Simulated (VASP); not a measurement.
An input for Quantum ESPRESSO's pw.x (written as the equivalent of a VASP run, and not itself run):

```
&CONTROL
  calculation = 'scf'
  pseudo_dir = './pseudo'
  outdir = './out'
  tprnfor = .true.
  tstress = .true.
/
&SYSTEM
  ibrav = 0
  nat = 2
  ntyp = 2
  ecutwfc = 84
  occupations = 'smearing'
  smearing = 'methfessel-paxton'
  degauss = 0.00735
  input_dft = 'pbe'
/
&ELECTRONS
  conv_thr = 7.3e-08
  electron_maxstep = 100
/
ATOMIC_SPECIES
  Zn 65.380 Zn.upf
  Au 196.967 Au.upf
CELL_PARAMETERS angstrom
     3.2130000    0.0000000    0.0000000
     0.0000000    3.2130000    0.0000000
     0.0000000    0.0000000    3.2130000
ATOMIC_POSITIONS crystal
  Zn   0.5000000  0.5000000  0.5000000
  Au   0.0000000  0.0000000  0.0000000
K_POINTS automatic
  10 10 10 0 0 0
HUBBARD {ortho-atomic}
U Zn-3d 8
```

Question: Write the VASP files for the same calculation (PBE+U).

Answer: Several could match; the one computed here: 
### INCAR
```
SYSTEM = AuZn
PREC = Accurate
ENCUT = 400
EDIFF = 1E-6
NELM = 100
ALGO = Normal
LREAL = .FALSE.
LASPH = .TRUE.
ISMEAR = 1
SIGMA = 0.1
GGA = PE
LMAXMIX = 6
LWAVE = .FALSE.
LCHARG = .FALSE.
ISIF = 2
LDAU = .TRUE.
LDAUTYPE = 2
LDAUL = 2 -1
LDAUU = 8.0 0
LDAUJ = 0 0
LDAUPRINT = 1
LORBIT = 10
```

POSCAR:
```
AuZn
3.2130
  1.0000000000   0.0000000000   0.0000000000
  0.0000000000   1.0000000000   0.0000000000
  0.0000000000   0.0000000000   1.0000000000
Zn Au
1 1
direct
  0.5000000000   0.5000000000   0.5000000000
  0.0000000000   0.0000000000   0.0000000000
```

### KPOINTS
```
Automatic mesh
0
Gamma
10 10 10
0 0 0
```

POTCAR, in this order: Zn Au (PBE.64 set). Program: vasp_std.

Limits of the translation: the potentials are each code's own (VASP's PAW set, PseudoDojo norm-conserving files in pw.x), so ENCUT and ecutwfc are chosen apart and not converted; conv_thr bounds pw.x's estimated SCF error, while EDIFF bounds the energy change between steps; the +U projectors differ (PAW spheres against orthogonalised atomic orbitals), so the same U acts differently.

The compound is AuZn in the CsCl type structure. The cell was not relaxed at this level. The run is one of a series of settings (LDAU = .TRUE., LDAUJ = 0 0, LDAUL = 2 -1, LDAUTYPE = 2, LDAUU = 8.0 0 against the base run), some of them coarse on purpose.
